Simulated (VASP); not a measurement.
Level of theory: PBE GGA, VASP's PBE PAW potentials (set 64) (plane waves; VASP).

VASP ran on this input.

POSCAR:
```
CeO2
6.1817620
  0.2475022494   0.1428955046   0.9582919886
 -0.2475022494   0.1428955046   0.9582919886
  0.0000000000  -0.2857910091   0.9582919886
Ce O
1 2
direct
  0.0000000000   0.0000000000   0.0000000000
  0.7523000000   0.7523000000   0.7523000000
  0.5810000000   0.5810000000   0.5810000000
```

File KPOINTS_OPT:
```
k-points along high-symmetry lines
8
Line-mode
Reciprocal
  0.000000   0.000000   0.000000 ! GAMMA
 -0.500000  -0.500000  -0.500000 ! T

 -0.500000  -0.500000  -0.500000 ! T
 -0.500000  -0.181490  -0.818510 ! H_2

 -0.181490   0.181490  -0.500000 ! H_0
  0.000000   0.000000  -0.500000 ! L

  0.000000   0.000000  -0.500000 ! L
  0.000000   0.000000   0.000000 ! GAMMA

  0.000000   0.000000   0.000000 ! GAMMA
  0.000000   0.340745  -0.340745 ! S_0

 -0.340745   0.000000  -0.659255 ! S_2
 -0.500000   0.000000  -0.500000 ! F

 -0.500000   0.000000  -0.500000 ! F
  0.000000   0.000000   0.000000 ! GAMMA
```

### KPOINTS
```
Automatic mesh
0
Gamma
6 6 6
0 0 0
```

**INCAR**
```
SYSTEM = CeO2
PREC = Accurate
ENCUT = 400
EDIFF = 1E-6
NELM = 100
ALGO = Normal
LREAL = .FALSE.
LASPH = .TRUE.
ISMEAR = 0
SIGMA = 0.1
GGA = PE
LMAXMIX = 6
LWAVE = .FALSE.
LCHARG = .FALSE.
ISIF = 2
ISPIN = 2
MAGMOM = 1.0 0.0 0.0
LORBIT = 11
```

POTCAR, in this order: Ce O (PBE.64 set). Program: vasp_std.

Question: What will the output report for the number of irreducible k-points (NKPTS), largest plane-wave count, number of space-group operations, FFT grid (NGX, NGY, NGZ)?

Answer: 
```
Property                                      Result
--------------------------------------  ------------
number of irreducible k-points (NKPTS)            32
largest plane-wave count                         883
number of space-group operations                   6
FFT grid (NGX, NGY, NGZ)                40 × 40 × 40
```

The structure was generated: CeO2 was put into an ordered model structure, which need not be its known phase. The cell was not relaxed at this level.
